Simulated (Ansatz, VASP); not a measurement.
# P: VASP beside Ansatz

Wanted: the spread between two codes on one cell, functional and k mesh. The cell is taken from a series of runs on this material, whose earlier steps may have relaxed, scaled, displaced or heated it; both programs get it as it stands.

Main program and level: Ansatz 0.2.0; plane waves, with VASP 6.6.1 beside it; zone-centre phonons at PBEsol with D3(BJ).

**1. Set-up**

It takes space group Cmce (No. 64, orthorhombic). The conventional cell has a = 3.347 Å, b = 9.975 Å, c = 3.873 Å, α = 90.00°, β = 90.00°, γ = 90.00°. Nearest to P lie 3 P at 2.23 to 2.25 Å.

Coordinates:

```cif
data_structure
_symmetry_space_group_name_H-M 'P 1'
_symmetry_Int_Tables_number 1
_cell_length_a 5.2605
_cell_length_b 5.2605
_cell_length_c 3.8734
_cell_angle_alpha 90.000
_cell_angle_beta 90.000
_cell_angle_gamma 142.904
_cell_volume 64.65
loop_
_atom_site_label
_atom_site_type_symbol
_atom_site_fract_x
_atom_site_fract_y
_atom_site_fract_z
_atom_site_occupancy
P1 P 0.88972 0.11028 0.05894 1
P2 P 0.61028 0.38972 0.55894 1
P3 P 0.11028 0.88972 0.94106 1
P4 P 0.38972 0.61028 0.44106 1
```

**2. VASP: zone-centre phonons, PBEsol with D3(BJ)**

Second derivatives magnify differences that forces hide, and they need a tight electronic threshold.

Lines of VASP's logs that name or quote its potential files are left out, and so is its time.

Contents of INCAR:

```
SYSTEM = P
PREC = Accurate
ENCUT = 500
EDIFF = 1E-08
NELM = 120
ISMEAR = 1
SIGMA = 0.2
LREAL = .FALSE.
ALGO = Normal
GGA = PS
IVDW = 12
NBANDS = 16
LORBIT = 11
LWAVE = .FALSE.
LCHARG = .FALSE.
ISIF = 2
IBRION = 6
NFREE = 2
POTIM = 0.015
NSW = 1
LASPH = .TRUE.
GGA_COMPAT = .FALSE.
KPAR = 2
```

Contents of POSCAR:

```
P
1.0
    1.6733750088     -4.9872515882      0.0000000000
    1.6733750088      4.9872515882      0.0000000000
    0.0000000000      0.0000000000      3.8733561191
P
4
Direct
    0.8897198875      0.1102801125      0.0589394309
    0.6102801125      0.3897198875      0.5589394309
    0.1102801125      0.8897198875      0.9410605691
    0.3897198875      0.6102801125      0.4410605691
```

Contents of KPOINTS:

```
Automatic mesh
0
Gamma
12 12 12
0 0 0
```

PAW data sets: P (PBE family, release 64).

On the command line:

```bash
$ mpirun -np 2 vasp_std
```

Numbers of over 12 decimals in the logs are rounded to 6 here.

Output:

```text
[banner, memory and clock lines left out]
running    2 mpi-ranks, on    1 nodes
 distrk:  each k-point on    1 cores,    2 groups
 distr:  one band on    1 cores,    1 groups

 POSCAR found type information on POSCAR P
 POSCAR found :  1 types and       4 ions
|                                                                             |
|               ----> ADVICE to this user running VASP <----                  |
|                                                                             |
|     You enforced a specific xc type in the INCAR file but a different       |
|     [... a line on the potential file left out ...]
|     I HOPE YOU KNOW WHAT YOU ARE DOING!                                     |
|                                                                             |

 LDA part: xc-table for (Slater+PW92), standard interpolation
 POSCAR, INCAR and KPOINTS ok, starting setup
 FFT: planning ... GRIDC
 FFT: planning ... GRID_SOFT
 FFT: planning ... GRID
 WAVECAR not read
 entering main loop
       N       E                     dE             d eps       ncg     rms          rms(c)
DAV:   1     0.521536748220E+02    0.52154E+02   -0.84719E+03  9632   0.105E+03
DAV:   2    -0.202332506768E+02   -0.72387E+02   -0.70047E+02 13256   0.159E+02
DAV:   3    -0.231133138868E+02   -0.28801E+01   -0.28592E+01 13248   0.334E+01
DAV:   4    -0.231372860277E+02   -0.23972E-01   -0.23966E-01 11944   0.371E+00
DAV:   5    -0.231376322630E+02   -0.34624E-03   -0.34621E-03 13272   0.405E-01    0.103E+01
DAV:   6    -0.230292828515E+02    0.10835E+00   -0.57202E-02 11488   0.144E+00    0.604E+00
DAV:   7    -0.229828498108E+02    0.46433E-01   -0.87992E-02 12816   0.178E+00    0.280E-01
DAV:   8    -0.229823445777E+02    0.50523E-03   -0.10289E-02 11264   0.663E-01    0.198E-01
DAV:   9    -0.229823243222E+02    0.20255E-04   -0.51794E-04 13304   0.140E-01    0.926E-02
DAV:  10    -0.229823074335E+02    0.16889E-04   -0.63969E-05 12128   0.456E-02    0.409E-02
DAV:  11    -0.229823089916E+02   -0.15581E-05   -0.95113E-06 13088   0.208E-02    0.754E-03
DAV:  12    -0.229823091047E+02   -0.11315E-06   -0.36201E-07 11880   0.386E-03    0.377E-03
DAV:  13    -0.229823090647E+02    0.40022E-07   -0.68407E-08 11768   0.173E-03    0.111E-03
DAV:  14    -0.229823090633E+02    0.14420E-08   -0.60435E-09  6416   0.478E-04
   1 F= -.24379237E+02 E0= -.24379742E+02  d E =0.151552E-02
[...]
2 F= -.24378153E+02 E0= -.24378660E+02  d E =0.152061E-02
[...]
3 F= -.24378153E+02 E0= -.24378660E+02  d E =0.152060E-02
[...]
4 F= -.24377953E+02 E0= -.24378520E+02  d E =0.169960E-02
[...]
5 F= -.24378695E+02 E0= -.24379135E+02  d E =0.132006E-02
[...]
6 F= -.24378393E+02 E0= -.24378852E+02  d E =0.137616E-02
 Finite differences progress:
  Degree of freedom:   3/  3
  Displacement:        1/  2
  Total:               5/  6
 bond charge predicted
       N       E                     dE             d eps       ncg     rms          rms(c)
DAV:   1    -0.229792160364E+02    0.21983E-02   -0.35000E-01 15528   0.327E+00    0.335E-01
DAV:   2    -0.229807078159E+02   -0.14918E-02   -0.17486E-02 21904   0.840E-01    0.864E-02
DAV:   3    -0.229806546044E+02    0.53211E-04   -0.24326E-04 18112   0.107E-01    0.507E-02
DAV:   4    -0.229806418243E+02    0.12780E-04   -0.51530E-05 20920   0.424E-02    0.241E-02
DAV:   5    -0.229806416656E+02    0.15879E-06   -0.51684E-06 19360   0.142E-02    0.118E-02
DAV:   6    -0.229806415500E+02    0.11557E-06   -0.63630E-07 20384   0.470E-03    0.298E-03
DAV:   7    -0.229806415955E+02   -0.45498E-07   -0.13536E-07 20208   0.206E-03    0.533E-04
DAV:   8    -0.229806416043E+02   -0.88457E-08   -0.79831E-09 10360   0.561E-04
   7 F= -.24377520E+02 E0= -.24378070E+02  d E =0.165068E-02
 Finite differences progress:
  Degree of freedom:   3/  3
  Displacement:        2/  2
  Total:               6/  6
```

Parts of OUTCAR (step 2):

```text
ion  position               nearest neighbor table
   1  0.890  0.110  0.059-   4 2.23   4 2.23   3 2.25   4 2.92   4 2.92
   2  0.610  0.390  0.559-   3 2.23   3 2.23   4 2.25   3 2.92   3 2.92
   3  0.110  0.890  0.941-   2 2.23   2 2.23   1 2.25   2 2.92   2 2.92
   4  0.390  0.610  0.441-   1 2.23   1 2.23   2 2.25   1 2.92   1 2.92

  LATTYP: Found a base centered orthorhombic cell.
 ALAT       =     3.3467500176
 B/A-ratio  =     2.9803550083
 C/A-ratio  =     1.1573485019

 Subroutine GETGRP returns: Found  8 space group operations
 (whereof  4 operations were pure point group operations)

The static configuration has the point symmetry C_2h.
 The point group associated with its full space group is D_2h.

 Found    301 irreducible k-points:

   k-points           NKPTS =    301   k-points in BZ     NKDIM =    301   number of bands    NBANDS=     16

   dimension x,y,z NGX =    40 NGY =   40 NGZ =   28
   dimension x,y,z NGXF=    80 NGYF=   80 NGZF=   56

   ENCUT  =  500.0 eV  36.75 Ry    6.06 a.u.   9.59  9.59  7.06*2*pi/ulx,y,z

   NELECT =      20.0000    total number of electrons

 k-points in reciprocal lattice and weights: Automatic mesh
   0.00000000  0.00000000  0.00000000       0.001
   0.08333333 -0.00000000  0.00000000       0.002
   0.16666667 -0.00000000  0.00000000       0.002
   0.25000000 -0.00000000  0.00000000       0.002
   0.33333333 -0.00000000  0.00000000       0.002
   0.41666667  0.00000000  0.00000000       0.002
   0.50000000 -0.00000000  0.00000000       0.001
   0.08333333  0.08333333  0.00000000       0.001
   0.16666667  0.08333333  0.00000000       0.002
[...]
15      13.3978      0.00000
    ...

 k-point     3 :       0.1667   -0.0000    0.0000
  band No.  band energies     occupation
    ...
      6       3.2699      2.00000
      7       3.4194      2.00000
      8       5.7098      2.00000
      9       6.1426      2.00000
     10       7.5562      2.00000
     11      10.3324     -0.00000
     12      10.9845     -0.00000
     13      11.3535     -0.00000
     14      11.5964     -0.00000
     15      12.4025      0.00000
    ...

 k-point     4 :       0.2500   -0.0000    0.0000
  band No.  band energies     occupation
    ...
      6       3.3372      2.00000
      7       3.6992      2.00000
      8       5.8746      2.00000
      9       6.2262      2.00000
     10       7.4399      2.00000
     11       9.7786     -0.00000
     12      10.6788     -0.00000
     13      10.7097     -0.00000
     14      11.7026     -0.00000
     15      11.8455     -0.00000
    ...

 k-point     5 :       0.3333   -0.0000    0.0000
  band No.  band energies     occupation
    ...
      6       3.5532      2.00000
      7       4.2635      2.00000
      8       6.0193      2.00000
      9       6.2090      2.00000
     10       6.7991      2.00000
     11       8.8832     -0.00204
     12      10.0358     -0.00000
     13      10.5423     -0.00000
     14      10.6295     -0.00000
     15      11.5463     -0.00000
    ...

 Edisp (eV)   -1.39688

  Total      -0.39805    -0.34081    -0.49277     0.00000     0.06902     0.00000
  in kB      -9.86460    -8.44599   -12.21193     0.00000     1.71042     0.00000
  external pressure =      -10.17 kB  Pullay stress =        0.00 kB

  energy-cutoff  :      500.00
  volume of cell :       64.65
      direct lattice vectors                 reciprocal lattice vectors
     1.673375009 -4.987251588  0.000000000     0.298797339 -0.100255620  0.000000000
     1.673375009  4.987251588  0.000000000     0.298797339  0.100255620  0.000000000
     0.000000000  0.000000000  3.873356119     0.000000000  0.000000000  0.258174041

 POSITION                                       TOTAL-FORCE (eV/Angst)
 -----------------------------------------------------------------------------------
      1.67338     -3.88726      0.21329         0.000000     -0.021530      0.197710
      1.67338     -1.09999      2.16497         0.000000      0.017390     -0.002042
      1.67338      3.88726      3.64506         0.000000      0.021816     -0.032910
      1.67338      1.09999      1.70838         0.000000     -0.017677     -0.162757
 -----------------------------------------------------------------------------------
    total drift:                               -0.000000      0.000018      0.000021

  FREE ENERGIE OF THE ION-ELECTRON SYSTEM (eV)
  ---------------------------------------------------
  free  energy   TOTEN  =       -24.3775200834 eV

  energy  without entropy=      -24.3791707602  energy(sigma->0) =      -24.37807031

 Eigenvectors and eigenvalues of the dynamical matrix
 ----------------------------------------------------

   1 f  =   13.270768 THz    83.382695 2PiTHz  442.665173 cm-1    54.883462 meV
             X         Y         Z           dx          dy          dz
      1.673375 -3.887262  0.228293     0.000000   -0.000004   -0.500000
      1.673375 -1.099989  2.164971    -0.000000   -0.000004    0.500000
      1.673375  3.887262  3.645063     0.000000   -0.000004   -0.500000
      1.673375  1.099989  1.708385     0.000000   -0.000004    0.500000

   2 f  =   12.400468 THz    77.914438 2PiTHz  413.635085 cm-1    51.284191 meV
             X         Y         Z           dx          dy          dz
      1.673375 -3.887262  0.228293     0.000000   -0.254033   -0.430659
      1.673375 -1.099989  2.164971     0.000000    0.254033   -0.430659
      1.673375  3.887262  3.645063    -0.000000    0.254033    0.430659
      1.673375  1.099989  1.708385    -0.000000   -0.254033    0.430659

   3 f  =   11.859380 THz    74.514683 2PiTHz  395.586340 cm-1    49.046433 meV
             X         Y         Z           dx          dy          dz
      1.673375 -3.887262  0.228293    -0.500000   -0.000000    0.000000
      1.673375 -1.099989  2.164971     0.500000   -0.000000   -0.000000
      1.673375  3.887262  3.645063    -0.500000    0.000000   -0.000000
      1.673375  1.099989  1.708385     0.500000    0.000000   -0.000000

   4 f  =   11.732557 THz    73.717827 2PiTHz  391.355961 cm-1    48.521933 meV
             X         Y         Z           dx          dy          dz
      1.673375 -3.887262  0.228293     0.500000   -0.000000    0.000000
      1.673375 -1.099989  2.164971     0.500000   -0.000000    0.000000
      1.673375  3.887262  3.645063    -0.500000    0.000000   -0.000000
      1.673375  1.099989  1.708385    -0.500000    0.000000   -0.000000

   5 f  =   11.135274 THz    69.964992 2PiTHz  371.432769 cm-1    46.051773 meV
             X         Y         Z           dx          dy          dz
      1.673375 -3.887262  0.228293     0.000000   -0.430659    0.254033
      1.673375 -1.099989  2.164971    -0.000000    0.430659    0.254033
      1.673375  3.887262  3.645063     0.000000    0.430659   -0.254033
      1.673375  1.099989  1.708385    -0.000000   -0.430659   -0.254033

   6 f  =   11.007317 THz    69.161013 2PiTHz  367.164576 cm-1    45.522585 meV
             X         Y         Z           dx          dy          dz
      1.673375 -3.887262  0.228293     0.000000    0.499309   -0.026277
      1.673375 -1.099989  2.164971     0.000000    0.499309    0.026277
      1.673375  3.887262  3.645063    -0.000000   -0.499309    0.026277
      1.673375  1.099989  1.708385    -0.000000   -0.499309   -0.026277

   7 f  =    6.059495 THz    38.072928 2PiTHz  202.122984 cm-1    25.060045 meV
             X         Y         Z           dx          dy          dz
      1.673375 -3.887262  0.228293     0.000000    0.026277    0.499309
      1.673375 -1.099989  2.164971    -0.000000    0.026277   -0.499309
      1.673375  3.887262  3.645063    -0.000000   -0.026277   -0.499309
      1.673375  1.099989  1.708385     0.000000   -0.026277    0.499309

   8 f  =    5.091307 THz    31.989627 2PiTHz  169.827730 cm-1    21.055945 meV
             X         Y         Z           dx          dy          dz
      1.673375 -3.887262  0.228293     0.500000    0.000000   -0.000000
      1.673375 -1.099989  2.164971    -0.500000   -0.000000    0.000000
      1.673375  3.887262  3.645063    -0.500000   -0.000000    0.000000
      1.673375  1.099989  1.708385     0.500000   -0.000000   -0.000000

   9 f  =    1.903875 THz    11.962402 2PiTHz   63.506447 cm-1     7.873792 meV
             X         Y         Z           dx          dy          dz
      1.673375 -3.887262  0.228293    -0.000000    0.500000    0.000702
      1.673375 -1.099989  2.164971    -0.000000   -0.500000    0.000702
      1.673375  3.887262  3.645063    -0.000000    0.500000    0.000702
      1.673375  1.099989  1.708385    -0.000000   -0.500000    0.000702

  10 f  =    0.000000 THz     0.000001 2PiTHz    0.000003 cm-1     0.000000 meV
             X         Y         Z           dx          dy          dz
      1.673375 -3.887262  0.228293     0.500000    0.000000   -0.000000
      1.673375 -1.099989  2.164971     0.500000    0.000000   -0.000000
      1.673375  3.887262  3.645063     0.500000    0.000000   -0.000000
      1.673375  1.099989  1.708385     0.500000    0.000000   -0.000000

  11 f/i=    0.000100 THz     0.000629 2PiTHz    0.003337 cm-1     0.000414 meV
             X         Y         Z           dx          dy          dz
      1.673375 -3.887262  0.228293     0.000000   -0.500000    0.000004
      1.673375 -1.099989  2.164971     0.000000   -0.500000   -0.000004
      1.673375  3.887262  3.645063     0.000000   -0.500000    0.000004
      1.673375  1.099989  1.708385     0.000000   -0.500000   -0.000004

  12 f/i=    0.002672 THz     0.016790 2PiTHz    0.089135 cm-1     0.011051 meV
             X         Y         Z           dx          dy          dz
      1.673375 -3.887262  0.228293    -0.000000    0.000702   -0.500000
      1.673375 -1.099989  2.164971    -0.000000   -0.000702   -0.500000
      1.673375  3.887262  3.645063    -0.000000    0.000702   -0.500000
      1.673375  1.099989  1.708385    -0.000000   -0.000702   -0.500000

 ELASTIC MODULI CONTR FROM IONIC RELAXATION (kBar)
 Direction    XX          YY          ZZ          XY          YZ          ZX
 --------------------------------------------------------------------------------
 XX        -223.6526   -227.1589   -458.3129      0.0000      0.0000      0.0000
 YY        -227.1589  -1134.8413   -281.4884     -0.0000      0.0000     -0.0000
 ZZ        -458.3129   -281.4884   -976.6335      0.0000     -0.0000      0.0000
 XY           0.0000     -0.0000      0.0000   -459.9938     -0.0000      0.0000
 YZ           0.0000      0.0000     -0.0000     -0.0000   -451.1058     -0.0000
 ZX           0.0000     -0.0000      0.0000      0.0000     -0.0000   -469.1880
 --------------------------------------------------------------------------------

 total charge
# of ion       s       p       d       tot
------------------------------------------
    1        1.085   1.356   0.000   2.441
    2        1.085   1.356   0.000   2.441
    3        1.085   1.356   0.000   2.441
    4        1.085   1.356   0.000   2.441
--------------------------------------------------
tot          4.340   5.425   0.000   9.765

[... 1 further part left out ...]
```

CONTCAR:

```
P
   1.00000000000000
     1.6733750087999999   -4.9872515882000004    0.0000000000000000
     1.6733750087999999    4.9872515882000004    0.0000000000000000
     0.0000000000000000    0.0000000000000000    3.8733561190999999
  P
     4
Direct
     0.8897198875000001    0.1102801124999999    0.0550668202908065
     0.6102801124999999    0.3897198875000001    0.5589394308999971
     0.1102801124999999    0.8897198875000001    0.9410605691000029
     0.3897198875000001    0.6102801124999999    0.4410605691000029
```

Levels, forces or a CONTCAR printed for this step are those of its last displaced cell, not of the structure at rest.

(Continued in part 2 of 2.)

[Lines on the potential files, build, host, timing and source positions are cut from VASP's logs without a mark.]

[Logs are printed without paths, hosts, clocks, repeated set-up lines and the standing remarks that a program may print on its own settings, such as how far it seeks lower states.]

[Hosts, paths, dates, database ids (printed as entryN), source tags and the programs' standing remarks are cut or masked in the printed files.]
